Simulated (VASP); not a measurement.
Output of a VASP run:

File OUTCAR:
```
 ion  position               nearest neighbor table
   1  0.333  0.667  0.250-   2 2.50   2 2.50   2 2.50   2 2.50   2 2.50   2 2.50
   2  0.667  0.333  0.750-   1 2.50   1 2.50   1 2.50   1 2.50   1 2.50   1 2.50
  LATTYP: Found a hexagonal cell.
 ALAT       =     2.4771256845
 C/A-ratio  =     1.6559616715
 Subroutine PRICEL returns:
 Original cell was already a primitive cell.
 Subroutine GETGRP returns: Found 24 space group operations
The static configuration has the point symmetry D_3d.
 The point group associated with its full space group is D_6h.
The dynamic configuration has the point symmetry D_3d.
 Subroutine INISYM returns: Found 24 space group operations
 Subroutine IBZKPT returns following result:
 Found    240 irreducible k-points:

 Following reciprocal coordinates:
            Coordinates               Weight
  0.000000  0.000000  0.000000      1.000000
  0.052632  0.000000  0.000000      6.000000
  0.105263  0.000000  0.000000      6.000000
  0.157895  0.000000  0.000000      6.000000
  0.210526 -0.000000  0.000000      6.000000
  0.263158  0.000000  0.000000      6.000000
  0.315789  0.000000  0.000000      6.000000
  0.368421  0.000000  0.000000      6.000000
  0.421053 -0.000000  0.000000      6.000000
  0.473684 -0.000000  0.000000      6.000000
  0.052632  0.052632  0.000000      6.000000
  0.105263  0.052632  0.000000     12.000000
  0.157895  0.052632  0.000000     12.000000
  0.210526  0.052632  0.000000     12.000000
  0.263158  0.052632  0.000000     12.000000
  0.315789  0.052632  0.000000     12.000000
  0.368421  0.052632  0.000000     12.000000
  0.421053  0.052632  0.000000     12.000000
  0.473684  0.052632  0.000000      6.000000
  0.105263  0.105263  0.000000      6.000000
  0.157895  0.105263  0.000000     12.000000
  0.210526  0.105263  0.000000     12.000000
  0.263158  0.105263  0.000000     12.000000
  0.315789  0.105263  0.000000     12.000000
  0.368421  0.105263  0.000000     12.000000
  0.421053  0.105263  0.000000     12.000000
  0.157895  0.157895  0.000000      6.000000
  0.210526  0.157895  0.000000     12.000000
  0.263158  0.157895  0.000000     12.000000
  0.315789  0.157895  0.000000     12.000000
  0.368421  0.157895  0.000000     12.000000
  0.421053  0.157895  0.000000      6.000000
  0.210526  0.210526  0.000000      6.000000
  0.263158  0.210526  0.000000     12.000000
  0.315789  0.210526  0.000000     12.000000
  0.368421  0.210526  0.000000     12.000000
  0.263158  0.263158  0.000000      6.000000
  0.315789  0.263158  0.000000     12.000000
  0.368421  0.263158  0.000000      6.000000
  0.315789  0.315789  0.000000      6.000000
   k-points           NKPTS =    240   k-points in BZ     NKDIM =    240   number of bands    NBANDS=     15
   number of dos      NEDOS =    601   number of ions     NIONS =      2
   total plane-waves  NPLWV =   7168
   dimension x,y,z NGX =    16 NGY =   16 NGZ =   28
   dimension x,y,z NGXF=    32 NGYF=   32 NGZF=   56
   ions per type =               2
   PREC   = accura    normal or accurate (medium, high low for compatibility)
   ISTART =      0    job   : 0-new  1-cont  2-samecut
   ICHARG =      2    charge: 1-file 2-atom 10-const
   ISPIN  =      1    spin polarized calculation?
   LNONCOLLINEAR =      F non collinear calculations
   LSORBIT =      F    spin-orbit coupling
   INIWAV =      1    electr: 0-lowe 1-rand  2-diag
   ENCUT  =  400.0 eV  29.40 Ry    5.42 a.u.   4.04  4.04  6.69*2*pi/ulx,y,z
   NELM   =    100;   NELMIN=  2; NELMDL= -5     # of ELM steps
   EDIFF  = 0.1E-06   stopping-criterion for ELM
   LREAL  =      F    real-space projection
   NLSPLINE    = F    spline interpolate recip. space projectors
   LMAXMIX     =    4 max onsite mixed and CHGCAR
   VOSKOWN=      0    Vosko Wilk Nusair interpolation
   EDIFFG = 0.1E-05   stopping-criterion for IOM
   NSW    =      0    number of steps for IOM
...
```

OSZICAR:
```
       N       E                     dE             d eps       ncg     rms          rms(c)
DAV:   1     0.111403850373E+03    0.11140E+03   -0.90826E+03  7528   0.226E+03
DAV:   2    -0.745444920009E+01   -0.11886E+03   -0.11490E+03  7200   0.309E+02
DAV:   3    -0.114140312287E+02   -0.39596E+01   -0.38761E+01  8851   0.873E+01
DAV:   4    -0.114428306584E+02   -0.28799E-01   -0.28798E-01  8946   0.734E+00
DAV:   5    -0.114431969518E+02   -0.36629E-03   -0.36628E-03  9812   0.694E-01    0.114E+01
DAV:   6    -0.101320125497E+02    0.13112E+01   -0.16079E+01  7482   0.121E+02    0.529E+00
DAV:   7    -0.943678351297E+01    0.69523E+00   -0.28297E+00  7733   0.483E+01    0.854E-01
DAV:   8    -0.940688864613E+01    0.29895E-01   -0.15698E-02  8808   0.184E+00    0.450E-01
DAV:   9    -0.940286107353E+01    0.40276E-02   -0.61995E-03  9503   0.227E+00    0.157E-02
DAV:  10    -0.940289453179E+01   -0.33458E-04   -0.15451E-04  8035   0.143E-01    0.651E-03
DAV:  11    -0.940289595550E+01   -0.14237E-05   -0.25236E-06 12292   0.250E-02    0.270E-03
DAV:  12    -0.940289566610E+01    0.28940E-06   -0.19565E-07  5727   0.125E-02    0.378E-04
DAV:  13    -0.940289561028E+01    0.55823E-07   -0.38821E-08  4650   0.211E-03
   1 F= -.94028956E+01 E0= -.94028956E+01  d E =0.000000E+00
```

**OUTCAR**
```
------------------------ aborting loop because EDIFF is reached ----------------------------------------
  FORCE on cell =-STRESS in cart. coord.  units (eV):
  Direction    XX          YY          ZZ          XY          YZ          ZX
  --------------------------------------------------------------------------------------
  Total        0.0784052      0.0784052     -0.1676617     -0.0000000      0.0000000      0.0000000
  in kB        5.7627554      5.7627555    -12.3230861     -0.0000000      0.0000000      0.0000000
  external PRESSURE =      -0.2658584 kB  Pullay stress =       0.0000000 kB
  volume of cell :       21.80
      direct lattice vectors                 reciprocal lattice vectors
     2.477125684  0.000000000  0.000000000     0.403693687  0.233072656  0.000000000
    -1.238562842  2.145253794  0.000000000     0.000000000  0.466145312  0.000000000
     0.000000000  0.000000000  4.102025189     0.000000000  0.000000000  0.243782023
 POSITION                                       TOTAL-FORCE (eV/Angst)
 -----------------------------------------------------------------------------------
     -0.00000      1.43017      1.02551         0.000000      0.000000      0.000000
      1.23856      0.71508      3.07652        -0.000000     -0.000000      0.000000
 -----------------------------------------------------------------------------------
    total drift:                               -0.000057      0.000033     -0.000014
  FREE ENERGIE OF THE ION-ELECTRON SYSTEM (eV)
  ---------------------------------------------------
  free  energy   TOTEN  =        -9.4028956103 eV

  energy  without entropy=       -9.4028956103  energy(sigma->0) =       -9.40289561

 total charge

# of ion       s       p       d       tot
------------------------------------------
    1        0.479   0.444   9.186  10.110
    2        0.479   0.444   9.186  10.110
--------------------------------------------------
tot          0.959   0.889  18.372  20.220
```
(Selected blocks of OUTCAR.)

POSCAR:
```
Cu
1
    2.4771256845     0.0000000000     0.0000000000
   -1.2385628423     2.1452537938     0.0000000000
    0.0000000000     0.0000000000     4.1020251890
Cu
2
Direct
  0.3333330000   0.6666670000   0.2500000000
  0.6666670000   0.3333330000   0.7500000000
```

**Question.** Write an INCAR and KPOINTS that could have produced this output.

**Answer.** One answer among several that fit: the input of the run itself, LDA (Ceperley-Alder, Perdew-Zunger), plane waves, VASP's LDA PAW potentials (set 64).

**INCAR**
```
ALGO = Normal
EDIFF = 1E-7
ENCUT = 400
ISIF = 2
ISMEAR = -5
LASPH = .TRUE.
LCHARG = .TRUE.
LMAXMIX = 4
LORBIT = 11
LREAL = .FALSE.
LWAVE = .FALSE.
NEDOS = 601
NELM = 100
PREC = Accurate
SYSTEM = Cu
```

### KPOINTS
```
Automatic mesh
0
Gamma
19 19 10
0 0 0
```

POTCAR, in this order: Cu (LDA.64 set). Program: vasp_std.

For a metal the tetrahedron method with Blöchl corrections gives inexact stress and forces.

The structure comes from a computed database's Cu entry (P6_3/mmc); how it stands against other phases isn't given here. It was relaxed first.
